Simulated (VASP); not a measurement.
Given:

```
CELL_PARAMETERS angstrom
      4.07375     0.00000     0.00000
     -2.03688     3.52797     0.00000
      0.00000     0.00000     4.48598
ATOMIC_POSITIONS crystal
  Sr 0.66667 0.33333 0.00000
  P  0.33333 0.66667 0.50000
  Pt 0.00000 0.00000 0.50000
```

Computed with PBEsol GGA, VASP's PBE PAW potentials (set 64) (plane waves; VASP). Numerical set-up: 400 eV cut-off, 10×10×8 Γ-centred mesh, tetrahedra with Blöchl corrections, potentials Sr_sv P Pt.

The cores are frozen, which limits the accuracy of field gradients.

Problem. Give the principal components of the electric field gradient (V/Å²) and the asymmetry η at each nucleus.

Solution. 
| atom | Vxx | Vyy | Vzz | η |
|---|---|---|---|---|
| Sr1 | 16.3 | 16.3 | -32.6 | 0.00 |
| P2 | 12.8 | 12.8 | -25.5 | 0.00 |
| Pt3 | -191.3 | -191.3 | 382.6 | 0.00 |

The structure comes from a computed database's SrPPt entry (P-6m2); how it stands against other phases isn't given here. It was relaxed first.
